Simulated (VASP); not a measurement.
A convergence study with VASP on SrTiO3 (cubic perovskite): a few settings are varied, all else stays as given below, so the limit is that of these other settings. The cell's lengths are 1 % over those of the tabulated start and one atom is moved, so it is off equilibrium.

```yaml
crystal:
  lattice:
    - [3.94405, 0.00000, 0.00000]
    - [0.00000, 3.94405, 0.00000]
    - [0.00000, 0.00000, 3.94405]
  atoms:
    - { symbol: Sr, position: [0.00000, 0.00000, 0.00000] }
    - { symbol: Ti, position: [0.50000, 0.50000, 0.50000] }
    - { symbol: O, position: [0.50000, 0.00000, 0.50000] }
    - { symbol: O, position: [0.00000, 0.50000, 0.50000] }
    - { symbol: O, position: [0.51537, 0.50000, 0.00000] }
```

The numbers are results of PBEsol GGA, VASP's PBE PAW potentials (set 64) (plane waves; VASP 6.6.1), not measurements. The last row used: 900 eV cut-off, 4×4×4 Γ-centred mesh, Gaussian smearing of 0.050 eV, potentials Sr_sv Ti_sv O_h.

Gaps are read on the run's mesh, which can miss a band edge. Energies of different potentials or hybrids have different zeros.

```json
[
 {"setting": "ENCUT = 300, POTCAR Sr_sv Ti_sv O", "E (eV/atom)": "…", "pressure (GPa)": "…", "largest force (eV/Å)": "0.288", "gap on the mesh (eV)": "…", "plane waves": "739"},
 {"setting": "ENCUT = 400, POTCAR Sr_sv Ti_sv O", "E (eV/atom)": "-8.3977", "pressure (GPa)": "-11.40", "largest force (eV/Å)": "0.326", "gap on the mesh (eV)": "1.730", "plane waves": "1141"},
 {"setting": "ENCUT = 520, POTCAR Sr_sv Ti_sv O", "E (eV/atom)": "-8.3899", "pressure (GPa)": "-6.26", "largest force (eV/Å)": "0.322", "gap on the mesh (eV)": "1.726", "plane waves": "1671"},
 {"setting": "ENCUT = 700, POTCAR Sr_sv Ti_sv O", "E (eV/atom)": "-8.3927", "pressure (GPa)": "-6.45", "largest force (eV/Å)": "0.322", "gap on the mesh (eV)": "1.727", "plane waves": "2612"},
 {"setting": "ENCUT = 900, POTCAR Sr_sv Ti_sv O", "E (eV/atom)": "-8.3931", "pressure (GPa)": "-6.15", "largest force (eV/Å)": "0.322", "gap on the mesh (eV)": "1.728", "plane waves": "3840"},
 {"setting": "ENCUT = 300, POTCAR Sr_sv Ti O", "E (eV/atom)": "-8.3825", "pressure (GPa)": "-42.03", "largest force (eV/Å)": "0.289", "gap on the mesh (eV)": "1.617", "plane waves": "739"},
 {"setting": "ENCUT = 400, POTCAR Sr_sv Ti O", "E (eV/atom)": "-8.3214", "pressure (GPa)": "-9.86", "largest force (eV/Å)": "0.328", "gap on the mesh (eV)": "1.609", "plane waves": "1141"},
 {"setting": "ENCUT = 520, POTCAR Sr_sv Ti O", "E (eV/atom)": "-8.3117", "pressure (GPa)": "-4.93", "largest force (eV/Å)": "0.324", "gap on the mesh (eV)": "1.605", "plane waves": "1671"},
 {"setting": "ENCUT = 700, POTCAR Sr_sv Ti O", "E (eV/atom)": "-8.3146", "pressure (GPa)": "-5.13", "largest force (eV/Å)": "0.324", "gap on the mesh (eV)": "1.606", "plane waves": "2612"},
 {"setting": "ENCUT = 900, POTCAR Sr_sv Ti O", "E (eV/atom)": "…", "pressure (GPa)": "…", "largest force (eV/Å)": "0.324", "gap on the mesh (eV)": "…", "plane waves": "3840"},
 {"setting": "ENCUT = 300, POTCAR Sr_sv Ti_pv O", "E (eV/atom)": "-8.4453", "pressure (GPa)": "-43.13", "largest force (eV/Å)": "0.288", "gap on the mesh (eV)": "1.716", "plane waves": "739"},
 {"setting": "ENCUT = 400, POTCAR Sr_sv Ti_pv O", "E (eV/atom)": "-8.3785", "pressure (GPa)": "-10.83", "largest force (eV/Å)": "0.327", "gap on the mesh (eV)": "1.706", "plane waves": "1141"},
 {"setting": "ENCUT = 700, POTCAR Sr_sv Ti_pv O", "E (eV/atom)": "-8.3719", "pressure (GPa)": "-6.09", "largest force (eV/Å)": "0.323", "gap on the mesh (eV)": "1.704", "plane waves": "2612"},
 {"setting": "ENCUT = 900, POTCAR Sr_sv Ti_pv O", "E (eV/atom)": "-8.3722", "pressure (GPa)": "-5.82", "largest force (eV/Å)": "0.323", "gap on the mesh (eV)": "1.704", "plane waves": "3840"},
 {"setting": "ENCUT = 300, POTCAR Sr_sv Ti_sv O_s", "E (eV/atom)": "-8.3873", "pressure (GPa)": "-7.53", "largest force (eV/Å)": "0.320", "gap on the mesh (eV)": "1.725", "plane waves": "739"},
 {"setting": "ENCUT = 400, POTCAR Sr_sv Ti_sv O_s", "E (eV/atom)": "-8.3860", "pressure (GPa)": "-6.38", "largest force (eV/Å)": "0.322", "gap on the mesh (eV)": "1.722", "plane waves": "1141"},
 {"setting": "ENCUT = 520, POTCAR Sr_sv Ti_sv O_s", "E (eV/atom)": "-8.3889", "pressure (GPa)": "-6.21", "largest force (eV/Å)": "0.321", "gap on the mesh (eV)": "1.724", "plane waves": "1671"},
 {"setting": "ENCUT = 700, POTCAR Sr_sv Ti_sv O_s", "E (eV/atom)": "-8.3892", "pressure (GPa)": "-6.07", "largest force (eV/Å)": "0.321", "gap on the mesh (eV)": "1.724", "plane waves": "2612"},
 {"setting": "ENCUT = 900, POTCAR Sr_sv Ti_sv O_s", "E (eV/atom)": "-8.3895", "pressure (GPa)": "-6.04", "largest force (eV/Å)": "0.322", "gap on the mesh (eV)": "1.724", "plane waves": "3840"},
 {"setting": "ENCUT = 300, POTCAR Sr_sv Ti_sv O_h", "E (eV/atom)": "-7.4891", "pressure (GPa)": "-203.78", "largest force (eV/Å)": "0.163", "gap on the mesh (eV)": "1.038", "plane waves": "739"},
 {"setting": "ENCUT = 400, POTCAR Sr_sv Ti_sv O_h", "E (eV/atom)": "-7.8003", "pressure (GPa)": "-134.22", "largest force (eV/Å)": "0.414", "gap on the mesh (eV)": "1.553", "plane waves": "1141"},
 {"setting": "ENCUT = 520, POTCAR Sr_sv Ti_sv O_h", "E (eV/atom)": "-8.2292", "pressure (GPa)": "-61.90", "largest force (eV/Å)": "0.314", "gap on the mesh (eV)": "1.685", "plane waves": "1671"},
 {"setting": "ENCUT = 700, POTCAR Sr_sv Ti_sv O_h", "E (eV/atom)": "-8.3773", "pressure (GPa)": "-16.49", "largest force (eV/Å)": "0.313", "gap on the mesh (eV)": "1.714", "plane waves": "2612"},
 {"setting": "ENCUT = 900, POTCAR Sr_sv Ti_sv O_h", "E (eV/atom)": "-8.3939", "pressure (GPa)": "-6.68", "largest force (eV/Å)": "0.322", "gap on the mesh (eV)": "1.731", "plane waves": "3840"}
]
```

Question: Some entries are withheld; supply them.

Answer: 
- ENCUT = 900, POTCAR Sr_sv Ti O, E (eV/atom): -8.3150
- ENCUT = 900, POTCAR Sr_sv Ti O, pressure (GPa): -4.85
- ENCUT = 900, POTCAR Sr_sv Ti O, gap on the mesh (eV): 1.607
- ENCUT = 300, POTCAR Sr_sv Ti_sv O, E (eV/atom): -8.4658
- ENCUT = 300, POTCAR Sr_sv Ti_sv O, pressure (GPa): -43.76
- ENCUT = 300, POTCAR Sr_sv Ti_sv O, gap on the mesh (eV): 1.736

Left out are rungs that failed or repeat a setting and relaxations that didn't move; long series are thinned to 24 rows.

The compound is SrTiO3 in the cubic perovskite structure, the ideal cubic form; the compound distorts at low or room temperature. The cell was not relaxed at this level, it is distorted from the ideal structure.
